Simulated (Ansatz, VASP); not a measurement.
# Cross-check of CsSbSe3 between VASP and Ansatz

Wanted: the spread between two codes on one cell, functional and k mesh. The cell is generated by rule, not measured, and may not be a known phase. The cell is taken from a series of runs on this material, whose earlier steps may have relaxed, scaled, displaced or heated it; both programs get it as it stands.

Program: Ansatz 0.2.0. Level of theory: plane waves, with VASP 6.6.1 beside it; zone-centre phonons at PBEsol. Results are calculated unless marked as measured.

The structure was built from a prototype and need not be the compound's stable phase.

## Step 1: Starting point

It takes space group Amm2 (No. 38, orthorhombic). Conventional cell: a = 4.074 Å, b = 7.840 Å, c = 9.932 Å, α = 90.00°, β = 90.00°, γ = 90.00°. Cs has 11 Se at 3.72 to 4.39 Å and 2 Cs at 4.07 Å and 2 Sb at 4.33 Å nearest. Sb has 4 Se at 2.45 to 2.67 Å nearest. Se has 1 Sb at 2.45 Å and 4 Cs at 3.72 to 3.80 Å nearest. Se has 2 Sb at 2.67 Å and 3 Cs at 3.96 to 4.39 Å nearest. Farther neighbours and most contacts between anions are not listed.

## Step 2: VASP: zone-centre phonons, PBEsol

Second derivatives magnify differences that forces hide, and they need a tight electronic threshold.

Lines of VASP's logs that name or quote its potential files are left out, and so is its time.

The input, INCAR:

```
SYSTEM = CsSbSe3
PREC = Accurate
ENCUT = 500
EDIFF = 1E-08
NELM = 120
ISMEAR = 1
SIGMA = 0.2
LREAL = .FALSE.
ALGO = Normal
GGA = PS
NBANDS = 22
LORBIT = 11
LWAVE = .FALSE.
LCHARG = .FALSE.
ISIF = 2
IBRION = 8
LASPH = .TRUE.
GGA_COMPAT = .FALSE.
KPAR = 2
```

The input, POSCAR:

```
CsSbSe3
1.0
    4.0737724528      0.0000000000      0.0000000000
    0.0000000000      3.9202152947      4.9660369832
    0.0000000000     -3.9202152947      4.9660369832
Cs Sb Se
1 1 3
Direct
    0.0000000000      0.0160357208      0.0160357208
    0.5000000000      0.4008969842      0.4008969842
    0.5000000000      0.5266536355      0.0038095495
    0.5000000000      0.0038095495      0.5266536355
    0.0000000000      0.5744482198      0.5744482198
```

The input, KPOINTS:

```
Automatic mesh
0
Gamma
10 6 6
0 0 0
```

Potentials, in the order of the species: Cs_sv, Sb and Se (PBE family, release 64).

Started as:

```
$ mpirun -np 2 vasp_std
```

Numbers of over 12 decimals in the logs are rounded to 6 here.

The program printed:

```text
[banner, memory and clock lines left out]
running    2 mpi-ranks, on    1 nodes
 distrk:  each k-point on    1 cores,    2 groups
 distr:  one band on    1 cores,    1 groups

 POSCAR found type information on POSCAR CsSbSe
 POSCAR found :  3 types and       5 ions
|                                                                             |
|               ----> ADVICE to this user running VASP <----                  |
|                                                                             |
|     You enforced a specific xc type in the INCAR file but a different       |
|     [... a line on the potential file left out ...]
|     I HOPE YOU KNOW WHAT YOU ARE DOING!                                     |
|                                                                             |

 LDA part: xc-table for (Slater+PW92), standard interpolation
 POSCAR, INCAR and KPOINTS ok, starting setup
 FFT: planning ... GRIDC
 FFT: planning ... GRID_SOFT
 FFT: planning ... GRID
 WAVECAR not read
 entering main loop
       N       E                     dE             d eps       ncg     rms          rms(c)
DAV:   1     0.184845791080E+03    0.18485E+03   -0.12211E+04  3432   0.118E+03
DAV:   2    -0.301336436728E+01   -0.18786E+03   -0.18004E+03  4642   0.192E+02
DAV:   3    -0.199328588530E+02   -0.16919E+02   -0.16713E+02  4306   0.662E+01
DAV:   4    -0.201975390589E+02   -0.26468E+00   -0.26414E+00  4148   0.945E+00
DAV:   5    -0.202014409880E+02   -0.39019E-02   -0.39002E-02  4250   0.113E+00    0.654E+00
DAV:   6    -0.193252555100E+02    0.87619E+00   -0.10994E+00  4326   0.585E+00    0.416E+00
DAV:   7    -0.192628047603E+02    0.62451E-01   -0.52681E-01  4272   0.313E+00    0.151E+00
DAV:   8    -0.192524131680E+02    0.10392E-01   -0.45312E-02  4004   0.122E+00    0.591E-01
DAV:   9    -0.192500878613E+02    0.23253E-02   -0.12154E-02  4332   0.685E-01    0.126E-01
DAV:  10    -0.192501816468E+02   -0.93786E-04   -0.13082E-03  3924   0.180E-01    0.794E-02
DAV:  11    -0.192502045682E+02   -0.22921E-04   -0.21049E-04  4266   0.770E-02    0.228E-02
DAV:  12    -0.192502174286E+02   -0.12860E-04   -0.37188E-05  4158   0.325E-02    0.120E-02
DAV:  13    -0.192502195112E+02   -0.20826E-05   -0.45348E-06  4238   0.114E-02    0.514E-03
DAV:  14    -0.192502198287E+02   -0.31748E-06   -0.11149E-06  4218   0.518E-03    0.119E-03
DAV:  15    -0.192502197604E+02    0.68277E-07   -0.16735E-07  4152   0.229E-03    0.571E-04
DAV:  16    -0.192502197844E+02   -0.23990E-07   -0.20252E-08  3126   0.876E-04    0.158E-04
DAV:  17    -0.192502197789E+02    0.55770E-08   -0.41687E-09  2526   0.345E-04
   1 F= -.19250220E+02 E0= -.19252087E+02  d E =0.560242E-02
 Linear response reoptimize wavefunctions to high precision
DAV:   1    -0.192502197774E+02    0.14938E-08   -0.51904E-10  2838   0.157E-04
DAV:   2    -0.192502197774E+02    0.59117E-11   -0.99637E-11  2394   0.531E-05
 Linear response DOF=          12
 Linear response progress:
  Degree of freedom:   1/ 12
       N       E                     dE             d eps       ncg     rms          rms(c)
RMM:   1    -0.176997113498E+00   -0.17700E+00    0.10365E-01  9840   0.124E+00
RMM:   2    -0.179573739999E+00   -0.25766E-02   -0.31671E-03  7598   0.228E-01    0.114E-02
RMM:   3    -0.179704399385E+00   -0.13066E-03   -0.47471E-05  8186   0.317E-02    0.540E-03
RMM:   4    -0.179729742069E+00   -0.25343E-04   -0.72190E-06  8528   0.116E-02    0.186E-03
RMM:   5    -0.179735033791E+00   -0.52917E-05   -0.38795E-07  8311   0.286E-03    0.530E-04
RMM:   6    -0.179733639382E+00    0.13944E-05   -0.32823E-08  8670   0.769E-04    0.215E-04
RMM:   7    -0.179730156871E+00    0.34825E-05   -0.31538E-09  8550   0.258E-04    0.259E-05
RMM:   8    -0.179730270208E+00   -0.11334E-06   -0.13664E-09  8690   0.761E-05    0.154E-05
RMM:   9    -0.179730144655E+00    0.12555E-06   -0.12732E-09  8727   0.330E-05    0.240E-06
RMM:  10    -0.179730130791E+00    0.13864E-07   -0.11558E-09  8051   0.179E-05    0.187E-06
RMM:  11    -0.179730147659E+00   -0.16868E-07   -0.81074E-10  7020   0.148E-05    0.199E-07
RMM:  12    -0.179730148660E+00   -0.10013E-08    0.25861E-09  5309   0.137E-05    0.196E-07
 first order change of Fermi-energy  -0.55571E-04
 force on displaced ion       1 direction 1 :  -1.037   0.000  -0.000
 Linear response progress:
  Degree of freedom:   2/ 12
       N       E                     dE             d eps       ncg     rms          rms(c)
RMM:   1    -0.199643912287E+00   -0.19964E+00    0.11270E-01 11176   0.131E+00
RMM:   2    -0.201736538325E+00   -0.20926E-02   -0.36645E-03  8129   0.246E-01    0.220E-02
RMM:   3    -0.201846386495E+00   -0.10985E-03   -0.11509E-04  8716   0.460E-02    0.833E-03
RMM:   4    -0.201849458199E+00   -0.30717E-05   -0.28247E-05  9089   0.200E-02    0.267E-03
[...]
RMM:   7    -0.292886934166E-01   -0.31357E-05   -0.54356E-08  9355   0.942E-04    0.456E-04
RMM:   8    -0.292900429784E-01   -0.13496E-05    0.17591E-08  9046   0.778E-04    0.139E-04
RMM:   9    -0.292899901144E-01    0.52864E-07    0.66557E-09  9492   0.112E-04    0.786E-05
RMM:  10    -0.292901242669E-01   -0.13415E-06    0.14758E-08  9087   0.978E-05    0.116E-05
RMM:  11    -0.292901245754E-01   -0.30850E-09    0.20146E-08  9676   0.184E-05    0.575E-06
 first order change of Fermi-energy  -0.56333E-03
[...]
RMM:   3    -0.924702962012E-01   -0.21372E-03   -0.32818E-04  8976   0.642E-02    0.596E-02
RMM:   4    -0.927312037134E-01   -0.26091E-03   -0.13012E-04  9093   0.404E-02    0.162E-02
RMM:   5    -0.927388210285E-01   -0.76173E-05   -0.45200E-06  9340   0.985E-03    0.473E-03
RMM:   6    -0.927328549824E-01    0.59660E-05   -0.37986E-07  9411   0.263E-03    0.205E-03
RMM:   7    -0.927328713664E-01   -0.16384E-07   -0.41957E-08  9346   0.106E-03    0.648E-04
RMM:   8    -0.927335159527E-01   -0.64459E-06   -0.12983E-08  9333   0.475E-04    0.138E-04
RMM:   9    -0.927335794146E-01   -0.63462E-07    0.25546E-09  9502   0.113E-04    0.612E-05
RMM:  10    -0.927335620096E-01    0.17405E-07    0.63424E-09  9175   0.926E-05    0.150E-05
RMM:  11    -0.927336006896E-01   -0.38680E-07   -0.13715E-09  9540   0.248E-05    0.528E-06
RMM:  12    -0.927335858460E-01    0.14844E-07    0.29903E-09  9413   0.175E-05    0.152E-06
RMM:  13    -0.927335891924E-01   -0.33464E-08   -0.92230E-09  8299   0.113E-05    0.489E-07
 first order change of Fermi-energy   0.14787E+00
 force on displaced ion       3 direction 2 :   0.000  -7.352   3.497
 Linear response progress:
  Degree of freedom:   9/ 12
       N       E                     dE             d eps       ncg     rms          rms(c)
RMM:   1    -0.938301313091E-01   -0.93830E-01    0.58716E-02 11376   0.124E+00
RMM:   2    -0.922452974657E-01    0.15848E-02   -0.30368E-03  8364   0.233E-01    0.861E-02
RMM:   3    -0.923901019931E-01   -0.14480E-03   -0.26733E-04  9030   0.585E-02    0.467E-02
RMM:   4    -0.925876261561E-01   -0.19752E-03   -0.86921E-05  9214   0.351E-02    0.143E-02
RMM:   5    -0.926257586544E-01   -0.38132E-04   -0.38816E-06  9383   0.915E-03    0.593E-03
RMM:   6    -0.926260167985E-01   -0.25814E-06   -0.81440E-07  9249   0.412E-03    0.193E-03
RMM:   7    -0.926268535872E-01   -0.83679E-06   -0.31975E-08  9397   0.109E-03    0.709E-04
RMM:   8    -0.926271373239E-01   -0.28374E-06   -0.15448E-08  9176   0.595E-04    0.150E-04
RMM:   9    -0.926268116374E-01    0.32569E-06   -0.34120E-09  9394   0.194E-04    0.600E-05
RMM:  10    -0.926269285971E-01   -0.11696E-06   -0.22744E-09  9354   0.811E-05    0.160E-05
RMM:  11    -0.926268860684E-01    0.42529E-07    0.87197E-09  9339   0.329E-05    0.496E-06
RMM:  12    -0.926269019092E-01   -0.15841E-07   -0.48073E-09  9604   0.156E-05    0.158E-06
RMM:  13    -0.926269061946E-01   -0.42854E-08    0.25238E-09  8271   0.117E-05    0.453E-07
 first order change of Fermi-energy  -0.11190E+00
 force on displaced ion       3 direction 3 :   0.000   3.495  -3.693
 Linear response progress:
  Degree of freedom:  10/ 12
       N       E                     dE             d eps       ncg     rms          rms(c)
RMM:   1    -0.821281894520E-01   -0.82128E-01    0.76662E-02 10342   0.121E+00
RMM:   2    -0.817113959019E-01    0.41679E-03   -0.23185E-03  7484   0.220E-01    0.994E-02
RMM:   3    -0.819723652385E-01   -0.26097E-03   -0.15739E-04  7873   0.483E-02    0.528E-02
RMM:   4    -0.822937159228E-01   -0.32135E-03   -0.89303E-05  8081   0.360E-02    0.870E-03
RMM:   5    -0.822635247509E-01    0.30191E-04   -0.39821E-06  8469   0.818E-03    0.205E-03
RMM:   6    -0.822624038391E-01    0.11209E-05   -0.11692E-07  8542   0.117E-03    0.103E-03
RMM:   7    -0.822631231652E-01   -0.71933E-06   -0.71867E-09  8515   0.722E-04    0.168E-04
RMM:   8    -0.822632989366E-01   -0.17577E-06   -0.46792E-10  8738   0.108E-04    0.738E-05
RMM:   9    -0.822633475280E-01   -0.48591E-07    0.16946E-09  8483   0.727E-05    0.716E-06
RMM:  10    -0.822633930956E-01   -0.45568E-07   -0.43768E-09  8555   0.179E-05    0.397E-06
RMM:  11    -0.822633892915E-01    0.38042E-08    0.67106E-09  8607   0.153E-05    0.780E-07
 first order change of Fermi-energy   0.25121E-03
 force on displaced ion       5 direction 1 :  -1.999   0.000   0.012
 Linear response progress:
  Degree of freedom:  11/ 12
       N       E                     dE             d eps       ncg     rms          rms(c)
RMM:   1    -0.940513320964E-01   -0.94051E-01    0.61124E-02 10675   0.119E+00
RMM:   2    -0.933168772110E-01    0.73445E-03   -0.26012E-03  8350   0.203E-01    0.675E-02
RMM:   3    -0.932058982866E-01    0.11098E-03   -0.24622E-04  8846   0.530E-02    0.376E-02
RMM:   4    -0.932142016117E-01   -0.83033E-05   -0.29773E-05  9217   0.225E-02    0.192E-02
RMM:   5    -0.932681405873E-01   -0.53939E-04   -0.20297E-05  8875   0.185E-02    0.455E-03
RMM:   6    -0.932812188282E-01   -0.13078E-04   -0.50507E-07  9303   0.365E-03    0.767E-04
RMM:   7    -0.932834607293E-01   -0.22419E-05    0.22809E-08  9237   0.826E-04    0.301E-04
RMM:   8    -0.932832827502E-01    0.17798E-06   -0.59629E-09  9307   0.374E-04    0.851E-05
RMM:   9    -0.932830038448E-01    0.27891E-06   -0.16054E-08  9046   0.114E-04    0.280E-05
RMM:  10    -0.932829666066E-01    0.37238E-07   -0.33420E-08  9383   0.562E-05    0.110E-05
RMM:  11    -0.932830193453E-01   -0.52739E-07   -0.16081E-08  9686   0.204E-05    0.197E-06
RMM:  12    -0.932830215539E-01   -0.22086E-08   -0.90138E-09  8382   0.103E-05    0.657E-07
 first order change of Fermi-energy  -0.26590E-03
 force on displaced ion       5 direction 2 :   0.000  -0.182   0.004
 Linear response progress:
  Degree of freedom:  12/ 12
       N       E                     dE             d eps       ncg     rms          rms(c)
RMM:   1    -0.910860553627E-01   -0.91086E-01    0.69772E-02  7402   0.119E+00
RMM:   2    -0.894395689374E-01    0.16465E-02   -0.25190E-03  5398   0.224E-01    0.878E-02
RMM:   3    -0.894332359943E-01    0.63329E-05   -0.18921E-04  5712   0.492E-02    0.468E-02
RMM:   4    -0.894892042194E-01   -0.55968E-04   -0.24759E-05  5986   0.195E-02    0.224E-02
RMM:   5    -0.895284194361E-01   -0.39215E-04   -0.70275E-06  5850   0.112E-02    0.526E-03
RMM:   6    -0.895178870121E-01    0.10532E-04   -0.62609E-07  5999   0.312E-03    0.109E-03
RMM:   7    -0.895170621379E-01    0.82487E-06   -0.15007E-08  6186   0.716E-04    0.399E-04
RMM:   8    -0.895178966704E-01   -0.83453E-06   -0.48200E-09  6041   0.359E-04    0.790E-05
RMM:   9    -0.895179603287E-01   -0.63658E-07    0.32647E-09  6232   0.834E-05    0.349E-05
RMM:  10    -0.895180047526E-01   -0.44424E-07    0.45717E-09  5974   0.573E-05    0.947E-06
RMM:  11    -0.895179961417E-01    0.86110E-08    0.11594E-08  6345   0.174E-05    0.327E-06
 first order change of Fermi-energy   0.85611E-01
 force on displaced ion       5 direction 3 :   0.000   0.000  -6.072
 Linear response finished
```

(Continued in part 2 of 3.)

[Lines on the potential files, build, host, timing and source positions are cut from VASP's logs without a mark.]

[Logs are printed without paths, hosts, clocks, repeated set-up lines and the standing remarks that a program may print on its own settings, such as how far it seeks lower states.]

[Hosts, paths, dates, database ids (printed as entryN), source tags and the programs' standing remarks are cut or masked in the printed files.]
